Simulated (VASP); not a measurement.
Output of a VASP run:

OSZICAR:
```
       N       E                     dE             d eps       ncg     rms          rms(c)
DAV:   1     0.119682729569E+01    0.11968E+01   -0.51492E+03  1392   0.990E+02
DAV:   2    -0.185145715626E+02   -0.19711E+02   -0.18781E+02  2128   0.112E+02
DAV:   3    -0.186573055545E+02   -0.14273E+00   -0.14273E+00  1424   0.126E+01
DAV:   4    -0.186575454897E+02   -0.23994E-03   -0.23994E-03  1944   0.552E-01
DAV:   5    -0.186575455342E+02   -0.44523E-07   -0.44523E-07  1432   0.556E-03    0.511E+00
DAV:   6    -0.182664361151E+02    0.39111E+00   -0.30183E-01  1400   0.432E+00    0.307E+00
DAV:   7    -0.181347026159E+02    0.13173E+00   -0.33878E-01  1648   0.468E+00    0.667E-01
DAV:   8    -0.181358986644E+02   -0.11960E-02   -0.18218E-03  1456   0.482E-01    0.441E-02
DAV:   9    -0.181359235148E+02   -0.24850E-04   -0.12667E-04  1968   0.991E-02    0.269E-02
DAV:  10    -0.181359371069E+02   -0.13592E-04   -0.15463E-05  1352   0.449E-02    0.540E-03
DAV:  11    -0.181359369806E+02    0.12631E-06   -0.43794E-08  1912   0.219E-03    0.149E-03
DAV:  12    -0.181359369837E+02   -0.31038E-08   -0.13806E-08   672   0.143E-03
   1 F= -.18135937E+02 E0= -.18135937E+02  d E =-.980453E-12
```

**OUTCAR**
```
------------------------ aborting loop because EDIFF is reached ----------------------------------------
  FORCE on cell =-STRESS in cart. coord.  units (eV):
  Direction    XX          YY          ZZ          XY          YZ          ZX
  --------------------------------------------------------------------------------------
  Total       -1.7150551     -1.7150551     -1.7150551     -0.0000000      0.0000000     -0.0000000
  in kB     -227.2386040   -227.2386040   -227.2386040     -0.0000000      0.0000000     -0.0000000
  external PRESSURE =    -227.2386040 kB  Pullay stress =       0.0000000 kB
  volume of cell :       12.09
      direct lattice vectors                 reciprocal lattice vectors
     0.000000000  1.821764293  1.821764293    -0.274459216  0.274459216  0.274459216
     1.821764293  0.000000000  1.821764293     0.274459216 -0.274459216  0.274459216
     1.821764293  1.821764293  0.000000000     0.274459216  0.274459216 -0.274459216
 POSITION                                       TOTAL-FORCE (eV/Angst)
 -----------------------------------------------------------------------------------
      0.00000      0.00000      0.00000        -0.000000     -0.000000     -0.000000
      0.91088      0.91088      0.91088         0.000000      0.000000      0.000000
 -----------------------------------------------------------------------------------
    total drift:                                0.000000      0.000000      0.000000
  FREE ENERGIE OF THE ION-ELECTRON SYSTEM (eV)
  ---------------------------------------------------
  free  energy   TOTEN  =       -18.1359369837 eV

  energy  without entropy=      -18.1359369837  energy(sigma->0) =      -18.13593698
```
(Selected blocks of OUTCAR.)

File POSCAR:
```
C
1
    0.0000000000     1.8217642933     1.8217642933
    1.8217642933     0.0000000000     1.8217642933
    1.8217642933     1.8217642933     0.0000000000
C
2
Direct
  0.0000000000   0.0000000000   0.0000000000
  0.2500000000   0.2500000000   0.2500000000
```

Q: Write an INCAR and KPOINTS that could have produced this output.

A: One answer among several that fit: the input of the run itself, PBE GGA, plane waves, VASP's PBE PAW potentials (set 64).

File KPOINTS:
```
Automatic mesh
0
Gamma
13 13 13
0 0 0
```

**INCAR**
```
SYSTEM = C
LCHARG = .False.
SIGMA = 0.05
LWAVE = .False.
ISIF = 2   ! forces and stress, cell fixed
GGA = PE   ! PBE
ENCUT = 520
LREAL = .False.
LASPH = .True.   ! aspherical one-centre terms
EDIFF = 1E-7   ! SCF stop (eV)
ISMEAR = 0   ! Gaussian
NELM = 100   ! most electronic steps
PREC = Accurate
ALGO = Normal   ! blocked Davidson
```

POTCAR, in this order: C (PBE.64 set). Program: vasp_std.

The compound is C in the diamond structure. This cell is one point of a volume scan, at 1.06 of the reference volume.
